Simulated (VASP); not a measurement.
Calculation: PBE GGA with D3 dispersion (zero damping), VASP's PBE PAW potentials (set 64) (plane waves; VASP 6.6.1).

The input files of a VASP run:

INCAR:
```
PREC = Accurate
IBRION = 2   # conjugate gradients
LMAXMIX = 4   # l cut-off of mixed one-centre charges
ISMEAR = 1   # Methfessel-Paxton
LREAL = .FALSE.   # projection in real space or not
NELM = 100   # most electronic steps
LASPH = .TRUE.   # aspherical one-centre terms
SYSTEM = RuAl
LCHARG = .FALSE.
SIGMA = 0.1
NSW = 60   # most ionic steps
LWAVE = .FALSE.
ALGO = Normal
EDIFFG = -0.01
IVDW = 11   # D3, zero damping
EDIFF = 1E-6   # SCF stop (eV)
ISIF = 3   # ions, shape and volume
GGA = PE   # PBE
ENCUT = 520   # plane-wave cut-off (eV)
```

POSCAR:
```
RuAl
1
    2.9900000000     0.0000000000     0.0000000000
    0.0000000000     2.9900000000     0.0000000000
    0.0000000000     0.0000000000     2.9900000000
Al Ru
1 1
Direct
  0.5000000000   0.5000000000   0.5000000000
  0.0000000000   0.0000000000   0.0000000000
```

**KPOINTS**
```
Automatic mesh
0
Gamma
11 11 11
0 0 0
```

POTCAR, in this order: Al Ru_pv (PBE.64 set). Program: vasp_std.

Output of the run:

### OSZICAR
```
       N       E                     dE             d eps       ncg     rms          rms(c)
DAV:   1     0.115348922263E+03    0.11535E+03   -0.93982E+03  1352   0.133E+03
DAV:   2    -0.124947048769E+02   -0.12784E+03   -0.12331E+03  1460   0.351E+02
DAV:   3    -0.148954306534E+02   -0.24007E+01   -0.23214E+01  1616   0.491E+01
DAV:   4    -0.149207351627E+02   -0.25305E-01   -0.25292E-01  1496   0.488E+00
DAV:   5    -0.149214014935E+02   -0.66633E-03   -0.66631E-03  1692   0.721E-01    0.123E+01
DAV:   6    -0.143332406615E+02    0.58816E+00   -0.36480E+00  1416   0.219E+01    0.240E+00
DAV:   7    -0.142629427771E+02    0.70298E-01   -0.27391E-01  1412   0.626E+00    0.206E+00
DAV:   8    -0.142472799891E+02    0.15663E-01   -0.17205E-02  1464   0.127E+00    0.207E-01
DAV:   9    -0.142471755702E+02    0.10442E-03   -0.23589E-04  1628   0.146E-01    0.130E-01
DAV:  10    -0.142471720365E+02    0.35338E-05   -0.32292E-05  1620   0.760E-02    0.808E-03
DAV:  11    -0.142471708378E+02    0.11987E-05   -0.16951E-06   976   0.175E-02    0.482E-03
DAV:  12    -0.142471703016E+02    0.53618E-06   -0.98426E-08   736   0.370E-03
   1 F= -.15064661E+02 E0= -.15064222E+02  d E =-.150647E+02
       N       E                     dE             d eps       ncg     rms          rms(c)
DAV:   1    -0.148547752312E+02   -0.60760E+00   -0.10036E+01  1380   0.448E+01    0.826E+00
DAV:   2    -0.142351929360E+02    0.61958E+00   -0.36674E+00  1396   0.230E+01    0.286E+00
DAV:   3    -0.141906801772E+02    0.44513E-01   -0.16794E-01  1392   0.491E+00    0.882E-01
DAV:   4    -0.141900581831E+02    0.62199E-03   -0.18454E-02  1388   0.110E+00    0.198E-01
DAV:   5    -0.141901638812E+02   -0.10570E-03   -0.21700E-04  1640   0.140E-01    0.127E-01
DAV:   6    -0.141902528464E+02   -0.88965E-04   -0.71974E-05  1468   0.753E-02    0.180E-02
DAV:   7    -0.141902547319E+02   -0.18856E-05   -0.25499E-06  1620   0.165E-02    0.611E-03
DAV:   8    -0.141902539051E+02    0.82685E-06   -0.74156E-08   688   0.337E-03
   2 F= -.15057006E+02 E0= -.15056552E+02  d E =0.765426E-02
       N       E                     dE             d eps       ncg     rms          rms(c)
DAV:   1    -0.144851399478E+02   -0.29489E+00   -0.37614E+00  1376   0.279E+01    0.423E+00
DAV:   2    -0.142616383075E+02    0.22350E+00   -0.15700E+00  1408   0.149E+01    0.154E+00
DAV:   3    -0.142336133607E+02    0.28025E-01   -0.89070E-02  1404   0.353E+00    0.320E-01
DAV:   4    -0.142334116913E+02    0.20167E-03   -0.71707E-03  1396   0.582E-01    0.866E-02
DAV:   5    -0.142334605661E+02   -0.48875E-04   -0.37376E-04  1600   0.226E-01    0.568E-02
DAV:   6    -0.142334850036E+02   -0.24437E-04   -0.38979E-05  1512   0.684E-02    0.111E-02
DAV:   7    -0.142334852447E+02   -0.24106E-06   -0.31639E-06  1588   0.177E-02
   3 F= -.15069954E+02 E0= -.15069509E+02  d E =-.529343E-02
```

OUTCAR:
```
------------------------ aborting loop because EDIFF is reached ----------------------------------------
 Edisp (eV)   -0.83647
  FORCE on cell =-STRESS in cart. coord.  units (eV):
  Direction    XX          YY          ZZ          XY          YZ          ZX
  --------------------------------------------------------------------------------------
  Total      -0.00383    -0.00383    -0.00383     0.00000    -0.00000     0.00000
  in kB      -0.23365    -0.23365    -0.23365     0.00000    -0.00000     0.00000
  external pressure =       -0.23 kB  Pullay stress =        0.00 kB
  volume of cell :       26.27
      direct lattice vectors                 reciprocal lattice vectors
     2.972856498  0.000000000 -0.000000000     0.336376815 -0.000000000 -0.000000000
     0.000000000  2.972856498  0.000000000    -0.000000000  0.336376815 -0.000000000
     0.000000000  0.000000000  2.972856498     0.000000000 -0.000000000  0.336376815
 POSITION                                       TOTAL-FORCE (eV/Angst)
 -----------------------------------------------------------------------------------
      1.48643      1.48643      1.48643         0.000000     -0.000000      0.000000
      0.00000      0.00000      0.00000        -0.000000      0.000000      0.000000
 -----------------------------------------------------------------------------------
    total drift:                                0.000000      0.000000      0.000000
  FREE ENERGIE OF THE ION-ELECTRON SYSTEM (eV)
  ---------------------------------------------------
  free  energy   TOTEN  =       -15.0699541512 eV

  energy  without entropy=      -15.0686178268  energy(sigma->0) =      -15.06950871

 reached required accuracy - stopping structural energy minimisation
```
(Selected blocks of OUTCAR.)

CONTCAR:
```
RuAl
   1.00000000000000
     2.9728564979604091    0.0000000000000000   -0.0000000000000000
     0.0000000000000000    2.9728564979604091    0.0000000000000000
     0.0000000000000000    0.0000000000000000    2.9728564979604091
  Al              Ru
     1     1
Direct
     0.5000000000000000    0.5000000000000000    0.5000000000000000
     0.0000000000000000    0.0000000000000000    0.0000000000000000
```

OUTCAR:
```
 val. band max:       10.9753925007   @ k =   0.4545   0.3636   0.2727

 cond. band min:      11.0078080463   @ k =   0.3636   0.3636   0.2727


 Fermi energy:        10.9861513037

 k-point     1 :       0.0000    0.0000    0.0000
  band No.  band energies     occupation
      1     -30.7905      2.00000
      2     -30.7905      2.00000
      3     -30.7905      2.00000
      4       1.2000      2.00000
      5       7.3145      2.00000
      6       7.3145      2.00000
      7      11.1670     -0.02824
      8      11.1670     -0.02824
      9      11.1670     -0.02824
     10      17.1570      0.00000
     11      17.1570      0.00000
     12      17.1570      0.00000

 k-point     2 :       0.0909    0.0000    0.0000
  band No.  band energies     occupation
      1     -30.8085      2.00000
      2     -30.7890      2.00000
      3     -30.7890      2.00000
      4       1.3613      2.00000
      5       7.3711      2.00000
      6       7.3715      2.00000
      7      10.9669      1.31942
      8      10.9669      1.31939
      9      11.1869     -0.01559
     10      16.4158      0.00000
     11      17.4782      0.00000
     12      17.4782      0.00000

 k-point     3 :       0.1818    0.0000    0.0000
  band No.  band energies     occupation
      1     -30.8568      2.00000
      2     -30.7849      2.00000
      3     -30.7849      2.00000
      4       1.8327      2.00000
      5       7.4658      2.00000
      6       7.5303      2.00000
      7      10.4994      2.00000
      8      10.4995      2.00000
      9      11.2411     -0.00185
     10      15.0500      0.00000
     11      18.3095      0.00000
     12      18.3095      0.00000

 k-point     4 :       0.2727    0.0000    0.0000
  band No.  band energies     occupation
      1     -30.9195      2.00000
      2     -30.7795      2.00000
      3     -30.7795      2.00000
      4       2.5793      2.00000
      5       7.3686      2.00000
      6       7.7534      2.00000
...
```

The compound is RuAl in the CsCl type structure. This run relaxes it. Symmetry was kept, so distortions that lower it aren't found. The electron count is odd and the run is not spin-polarised, which forces a metal.
